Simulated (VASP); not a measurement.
## Al: energy against volume

Al (fcc, Fm-3m, 16.139 Å³/atom and stress up to 0.27 GPa in the relaxed cell, cube axes along x, y and z) under an equal strain ε along all three axes. PBEsol in VASP (plane waves, PAW), 480 eV, 18×18×18 Γ-centred mesh, Methfessel-Paxton smearing 0.10 eV.

Here V stands for volume and E for E less E0.

```
volume (Å³/atom)  E less E0 (meV/atom)  pressure (GPa)
----------------  --------------------  --------------
14.7298                              ?               ?
15.1900                          17.43            5.96
15.4237                           9.90            4.37
15.6598                           4.56            2.89
15.8983                           1.31            1.53
16.1391                           0.00            0.27
16.3824                           0.48           -0.89
16.6282                           2.66           -1.98
16.8763                           6.47           -3.01
17.1270                          11.89           -3.98
```

Taking the third-order Birch-Murnaghan form, a cubic in V^(-2/3) for E over the 9 complete rows: With u = V^(-2/3) - 0.157, the rows have u = 0.006040, 0.004389, 0.002763, 0.001161, -0.000416, -0.001970, -0.003502, -0.005010, -0.006497. Least squares gives E = 0.144 + 568.3·u + 372577·u² + 1134703·u³. Residuals (row less fit): 0.011, -0.011, -0.022, 0.002, 0.028, 0.018, -0.014, -0.036, 0.023; standard error 0.028 (degrees of freedom: 5). Its minimum lies at u = -0.000765, so V0 = (0.156235)^(-3/2) = 16.19. There d²E/du² = 739900 and d³E/du³ = 6808000, so B0 = (4/9) × 16.19^(-7/3) × 739900 × 0.160218 = 79.4 GPa (the last factor turns the table's units into GPa), and B0' = 4 + (2/3) × 0.156235 × (6808000)/739900 = 5.0. B0' rests on the cubic coefficient alone and has a standard error of 0.2 from these residuals.

Predict the withheld E at V = 14.7298 from the fit, and compare with the calculation.

u = 0.009419, so E = 0.144 + 568.3 × 0.009419 + 372577 × 0.009419² + 1134703 × 0.009419³ = 39.499 meV/atom. The calculation gives 39.48 meV/atom, 0.019 meV/atom below the prediction (0.0 % of the range of E in the table). The row lies outside the fitted rows, so this is an extrapolation. From the scatter of the fitted rows alone, a prediction at this place has a standard error of 0.134 meV/atom, so the miss is 0.1 times that.

In a metal these values are sensitive to mesh and smearing; energies are taken to zero smearing, stresses follow the free energy. Other structures, which can take over under pressure, weren't tried. The same form fitted to the pressure column gives B0' = 4.6; series where the two differ by over 0.4 aren't shown. Rows are the converged runs of the series near zero and its far end, less any whose ions stayed unrelaxed beside relaxed ones; series whose fitted rows scatter by over a few per cent of the range, as at a crossing or softening among them, aren't shown in this form.
